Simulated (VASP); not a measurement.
Here is the system:

```yaml
crystal:
  lattice:
    - [3.09484, 0.00000, 0.00000]
    - [-1.54742, 2.68021, 0.00000]
    - [0.00000, 0.00000, 6.91215]
  atoms:
    - { symbol: Mo, position: [0.00000, 0.00000, 0.00000] }
    - { symbol: Mo, position: [0.00000, 0.00000, 0.50000] }
    - { symbol: Si, position: [0.33333, 0.66667, 0.25000] }
    - { symbol: Si, position: [0.66667, 0.33333, 0.75000] }
```

These are LDA (Ceperley-Alder, Perdew-Zunger), VASP's LDA PAW potentials (set 64) (plane waves; VASP 6.6.1) values and carry that method's errors. Settings: 400 eV cut-off, Gaussian smearing of 0.050 eV, potentials Mo_sv Si.

Give the energies of bands 9 to 21 at the high-symmetry points, in eV from the Fermi level.

```
band       Γ      M      K       A      L      H
----  ------  -----  -----  ------  -----  -----
9     -11.20  -8.17  -6.84  -10.29  -7.45  -6.77
10     -8.74  -6.27  -6.84  -10.29  -7.45  -6.77
11     -6.28  -6.21  -4.91   -4.45  -5.35  -4.57
12     -3.54  -4.63  -4.40   -4.45  -5.35  -4.57
13     -1.59  -3.26  -4.40   -1.27  -3.15  -3.64
14     -1.59  -3.16  -3.14   -1.27  -3.15  -3.64
15     -0.91  -2.32  -3.14   -1.27  -1.59  -3.13
16     -0.91  -2.06  -1.40   -1.27  -1.59  -3.13
17     -0.11  -0.88  -1.03    0.31  -1.27  -1.19
18     -0.11   0.19  -1.03    0.31  -1.27  -1.19
19      0.54   1.66   1.70    0.43   2.71   2.90
20      0.82   2.67   1.70    0.43   2.71   2.90
21      1.21   2.72   1.73    0.43   2.79   3.14
```

It has no gap at this level: it comes out as a metal or semimetal.

The structure was generated: SiMo was put into the NiAs type (P6_3/mmc), which need not be its known phase. It was relaxed first, which changed the volume by -25 %.
